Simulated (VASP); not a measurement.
VASP runs on KCl (rock salt) share one base input (PBE GGA, plane waves, VASP's PBE PAW potentials (set 64)) and change the settings named in each case.

File POSCAR:
```
KCl
1
    0.0000000000     3.2079000000     3.2079000000
    3.2079000000     0.0000000000     3.2079000000
    3.2079000000     3.2079000000     0.0000000000
K Cl
1 1
Direct
  0.0000000000   0.0000000000   0.0000000000
  0.5000000000   0.5000000000   0.5000000000
```

**INCAR**
```
! general
SYSTEM = KCl
PREC   = Accurate
ENCUT  = 400
LREAL  = .False.
LASPH  = .True.

! electronic loop
EDIFF  = 1E-6
NELM   = 100
ALGO   = Normal

! smearing
ISMEAR = 0
SIGMA  = 0.05

! functional
GGA    = PE

! ions
ISIF   = 2

! output
LWAVE  = .False.
LCHARG = .False.
```

### KPOINTS
```
Automatic mesh
0
Gamma
7 7 7
0 0 0
```

POTCAR, in this order: K_sv Cl (PBE.64 set). Program: vasp_std.

```json
[
 {"change": "base run", "E(σ→0) (eV/atom)": "-3.4052"},
 {"change": "ENCUT = 800, POTCAR K_sv Cl_h (PBE.64 set)", "E(σ→0) (eV/atom)": "-3.4059"},
 {"change": "ENCUT = 520, POTCAR K_pv Cl (PBE.64 set)", "E(σ→0) (eV/atom)": "-3.3835"},
 {"change": "ENCUT = 520", "E(σ→0) (eV/atom)": "-3.4053"},
 {"change": "ENCUT = 800", "E(σ→0) (eV/atom)": "-3.4053"}
]
```
 Energies of different potentials or functionals have different zeros.

Left out are runs that ran out of time, are held back, or changed the cell or the kind of run, fixed moments of cells without a moment, rows past the twelfth, gaps on odd meshes, pressures of charged cells and columns that move by less than the noise.

The compound is KCl in the rock salt structure. The cell was not relaxed at this level.
